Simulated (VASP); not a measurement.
```
CELL_PARAMETERS angstrom
      0.00000     2.78963     2.78963
      2.78963     0.00000     2.78963
      2.78963     2.78963     0.00000
ATOMIC_POSITIONS crystal
  Ga 0.00000 0.00000 0.00000
  Sb 0.50000 0.50000 0.50000
```

Computed with PBEsol GGA, VASP's PBE PAW potentials (set 64) (plane waves; VASP). Numerical set-up: 500 eV cut-off, 11×11×11 Γ-centred mesh, first-order Methfessel-Paxton smearing of 0.10 eV, potentials Ga_d Sb.

Unless said otherwise, spin-orbit coupling is left out, though it shifts the bands of the heavy elements here.

### Question
Estimate the energy per atom (σ→0), pressure, band gap (on the k-mesh) with the smallest direct gap where there is one.

### Answer

```yaml
band gap (on the k-mesh): none (metal, semimetal or under 0.01 eV)
energy per atom (σ→0): -3.907 eV/atom
pressure: 4.92 GPa
```

The absolute energy has meaning only against runs of the same code, potentials and settings.

The structure was generated: GaSb was put into the rock salt type (Fm-3m), which need not be its known phase. It was relaxed first under an external pressure of 5 GPa.
